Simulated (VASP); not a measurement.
These are PW91 GGA, VASP's PBE PAW potentials (set 64) (plane waves; VASP 6.6.1) values and carry that method's errors.

VASP ran on this input.

POSCAR:
```
AlN
2.1998080
  0.0000000000   1.0000000981   1.0000000981
  1.0000000981   0.0000000000   1.0000000981
  1.0000000981   1.0000000981   0.0000000000
Al N
1 1
Cart
  0.0000000000   0.0000000000   0.0000000000
  0.5000000490   0.5000000490   0.5000000490
```

File KPOINTS:
```
k-points along high-symmetry lines
15
Line-mode
Reciprocal
  0.000000   0.000000   0.000000 ! GAMMA
 -0.500000  -0.500000   0.000000 ! X

 -0.500000  -0.500000   0.000000 ! X
 -0.375000  -0.375000   0.250000 ! U

 -0.375000  -0.000000   0.375000 ! K
  0.000000   0.000000   0.000000 ! GAMMA

  0.000000   0.000000   0.000000 ! GAMMA
 -0.000000  -0.000000   0.500000 ! L

 -0.000000  -0.000000   0.500000 ! L
 -0.500000  -0.250000   0.250000 ! W

 -0.500000  -0.250000   0.250000 ! W
 -0.500000  -0.500000   0.000000 ! X
```

### INCAR
```
# general
SYSTEM = AlN
PREC   = Accurate
ENCUT  = 520
LREAL  = F
LASPH  = T
ICHARG = 11

# electronic loop
EDIFF  = 1E-7
NELM   = 100
ALGO   = Normal

# smearing
ISMEAR = 0
SIGMA  = 0.05

# functional
GGA    = 91

# output
LWAVE  = F
LCHARG = F
LORBIT = 11
```

POTCAR, in this order: Al N (PBE.64 set). Program: vasp_std. Read from the step before: CHGCAR.

Output

OSZICAR:
```
       N       E                     dE             d eps       ncg     rms          rms(c)
DAV:   1     0.104877418285E+02    0.10488E+02   -0.39298E+03  1464   0.822E+02
DAV:   2    -0.135047305884E+02   -0.23992E+02   -0.22898E+02  2048   0.127E+02
DAV:   3    -0.139322684774E+02   -0.42754E+00   -0.42754E+00  1600   0.225E+01
DAV:   4    -0.139340447043E+02   -0.17762E-02   -0.17762E-02  2208   0.134E+00
DAV:   5    -0.139340514699E+02   -0.67656E-05   -0.67656E-05  1664   0.577E-02
DAV:   6    -0.139340515371E+02   -0.67200E-07   -0.67200E-07  2120   0.460E-03
   1 F= -.13934052E+02 E0= -.13934052E+02  d E =-.221003E-10
```

**OUTCAR**
```
 val. band max:        5.7146927857   @ k =   0.0000   0.0000   0.0000

 cond. band min:       9.0556398251   @ k =  -0.5000  -0.5000   0.0000



 k-point     1 :       0.0000    0.0000    0.0000
  band No.  band energies     occupation
      1      -9.1110      2.00000
      2       5.7147      2.00000
      3       5.7147      2.00000
      4       5.7147      2.00000
      5       9.7556      0.00000
      6      18.0625      0.00000
      7      18.0625      0.00000
      8      18.0625      0.00000

 k-point     2 :      -0.0357   -0.0357    0.0000
  band No.  band energies     occupation
      1      -9.0866      2.00000
      2       5.5922      2.00000
      3       5.6875      2.00000
      4       5.6875      2.00000
      5       9.8900      0.00000
      6      17.9743      0.00000
      7      18.0989      0.00000
      8      18.0989      0.00000

 k-point     3 :      -0.0714   -0.0714    0.0000
  band No.  band energies     occupation
      1      -9.0137      2.00000
      2       5.2693      2.00000
      3       5.6084      2.00000
      4       5.6084      2.00000
      5      10.2431      0.00000
      6      17.7279      0.00000
      7      18.2056      0.00000
      8      18.2056      0.00000

 k-point     4 :      -0.1071   -0.1071    0.0000
  band No.  band energies     occupation
      1      -8.8936      2.00000
      2       4.8297      2.00000
      3       5.4842      2.00000
      4       5.4842      2.00000
      5      10.7118      0.00000
      6      17.3681      0.00000
      7      18.3760      0.00000
      8      18.3760      0.00000

 k-point     5 :      -0.1429   -0.1429    0.0000
  band No.  band energies     occupation
      1      -8.7291      2.00000
      2       4.3381      2.00000
      3       5.3250      2.00000
      4       5.3250      2.00000
      5      11.1919      0.00000
      6      16.9490      0.00000
      7      18.6009      0.00000
      8      18.6009      0.00000
...
```

The density is held fixed in this step, so its total energy and stress have no physical meaning.

The compound is AlN in the zinc blende structure, a metastable form; wurtzite is the usual one. It was relaxed first.
